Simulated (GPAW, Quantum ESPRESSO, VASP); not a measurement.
# One structure in several programs: Ga₂HgTe₄ (I-4, 7 atoms in the cell)

Self-consistent single point, at a second geometry (lattice scaled by 0.98). First geometry:

```
CELL_PARAMETERS angstrom
     -3.10161     3.10161     5.95895
      3.10161    -3.10161     5.95895
      3.10161     3.10161    -5.95895
ATOMIC_POSITIONS crystal
  Ga 0.50000 0.50000 0.00000
  Ga 0.25000 0.75000 0.50000
  Hg 0.00000 0.00000 0.00000
  Te 0.60794 0.13692 0.02048
  Te 0.86308 0.88356 0.47102
  Te 0.11644 0.58746 0.97952
  Te 0.41254 0.39206 0.52898
```

Shared settings, as Quantum ESPRESSO writes them: occupations = smearing; smearing = fermi-dirac; degauss = 0.000734986 Ry; K_POINTS = automatic 3 3 3 0 0 0. Potentials and cutoffs stand in the table.

| code | model | ΔF from the first geometry (meV/atom) | pressure (GPa) | largest force (eV/Å) | gap on the mesh (eV) | cutoff |
|---|---|---|---|---|---|---|
| Quantum ESPRESSO | PBEsol, GBRV 1.5 ultrasoft (PBESOL) pseudopotentials | 6.7 | 2.02 | 0.446 | 0.819 | 50 Ry |
| GPAW | PBEsol, GPAW PAW datasets PBEsol (made by gpaw-setup) | 4.8 | 1.91 | 0.410 | 0.883 | 600 eV |
| VASP | PBEsol, VASP's PBE PAW potentials (set 64) | 5.7 | 1.86 | 0.408 | 0.821 | 300 eV |

Gaps are read on the mesh.

On Quantum ESPRESSO's run: spin-orbit coupling is off.

The spread over the programs that give each value: ΔF from the first geometry within 1.9 meV/atom; pressure within 0.16 GPa; largest force within 0.038 eV/Å; gap on the mesh within 0.064 eV.

VASP's run is marked for a possible Pulay error in its stress at this cutoff; no cutoff test was made.

The starting cell comes from a database of computed structures (which also holds hypothetical and non-ambient phases and stackings), without a prior relaxation at this level. For this run, on top of that: lattice scaled by 0.98.

Left out of this page: Ansatz, CP2K and SIESTA (not drawn, or without a comparable value); FLEUR (with a known weakness of the program).
